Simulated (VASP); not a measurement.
Input of a VASP 6.6.1 run:

The input POSCAR:

```
AuC2Se2N2
1.0
    4.1215341100     -0.0477096400     -0.0470754800
    1.6844929200      5.4984515000     -0.0511616100
    0.4637022000      1.1336023700      6.3257749800
Au C N Se
1 2 2 2
Direct
    0.0026850000      0.0113700000      0.0142980000
    0.2123970000      0.5288490000      0.7766650000
    0.7519370000      0.4817290000      0.2162050000
    0.9373700000      0.2750760000      0.1389510000
    0.1478670000      0.7200470000      0.8588190000
    0.3286110000      0.2328010000      0.7230450000
    0.6531480000      0.8197710000      0.2786610000
```

File INCAR.step1:

```
  PREC = Accurate
  ENCUT = 520
  ISMEAR = -5
  SIGMA = 0.1
  LREAL = F
  LASPH = T
  NELM = 100
  LMAXMIX = 4
  NBANDS = 30
  GGA = PE
  ALGO = Normal
  EDIFF = 1E-4
  LWAVE = T
  LCHARG = F
```

The input INCAR.step2:

```
  PREC = Accurate
  ENCUT = 520
  EDIFF = 1E-7
  ISMEAR = -1
  SIGMA = 0.1
  LREAL = F
  LASPH = T
  NELM = 100
  ALGO = Normal
  ISIF = 2
  LWAVE = F
  LCHARG = F
  LMAXMIX = 4
  METAGGA = R2SCAN
  LMIXTAU = T
  LORBIT = 11
  NBANDS = 30
  ISTART = 1
```

The input KPOINTS:

```
Automatic mesh
0
Gamma
  5 4 3
  0.5 0.5 0
```

Potentials or basis: VASP PAW PBE potentials, release 64 (Au, C, N, Se).

Launch:

```bash
$ cat potpaw_PBE.64/Au/POTCAR potpaw_PBE.64/C/POTCAR potpaw_PBE.64/N/POTCAR potpaw_PBE.64/Se/POTCAR > POTCAR
$ cp INCAR.step1 INCAR
$ mpirun -np 1 vasp_std > vasp.out
$ cp INCAR.step2 INCAR
$ mpirun -np 1 vasp_std > vasp.out
```

Problem. Predict the band gap on the k mesh.

Solution. None (metal or under the smearing width).

Problem. What does it give for the pressure?

Solution. -3.5 GPa.

Problem. What does it give for the largest force?

Solution. 15.360 eV/Å.

Forces in eV/Å, atoms in the order of the input:
```
Au  -0.531 -4.161 -2.557
C    0.700  7.344  3.517
C    2.796 -6.402 -2.829
N   -2.194 13.899  6.159
N   -0.475 -6.029 -3.102
Se   0.314 -0.896 -1.597
Se  -0.609 -3.755  0.409
```

Caveat: the PAW data sets were made with another functional, which shifts forces and pressure a little. Spin-orbit coupling is left out, which matters for the levels of Au.
